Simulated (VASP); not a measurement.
Given:

```
CELL_PARAMETERS angstrom
      0.00000     2.19382     2.19382
      2.19382     0.00000     2.19382
      2.19382     2.19382     0.00000
ATOMIC_POSITIONS crystal
  Al 0.00000 0.00000 0.00000
  N  0.75000 0.75000 0.75000
```

The numbers are results of PBE GGA, VASP's PBE PAW potentials (set 64) (plane waves; VASP), not measurements. Settings: 400 eV cut-off, 9×9×9 Γ-centred mesh, Fermi-Dirac smearing of 0.050 eV, potentials Al N.

Problem. Give the energies of bands 2 to 5 at the high-symmetry points, in eV from the valence-band maximum.

Solution. 
```json
[
 {"band": "2", "Γ": "0.00", "X": "-4.87", "U": "-4.23", "L": "-5.81", "W": "-3.77"},
 {"band": "3", "Γ": "0.00", "X": "-1.76", "U": "-3.60", "L": "-0.48", "W": "-3.40"},
 {"band": "4", "Γ": "0.00", "X": "-1.76", "U": "-1.37", "L": "-0.48", "W": "-2.67"},
 {"band": "5", "Γ": "4.07", "X": "3.31", "U": "5.13", "L": "7.25", "W": "6.02"}
]
```

The gap is indirect, 3.31 eV, from the valence maximum at K-Γ at 0.89 to the conduction minimum at X.

The structure comes from a computed database's AlN entry; how it stands against other phases isn't given here. The cell was not relaxed at this level.
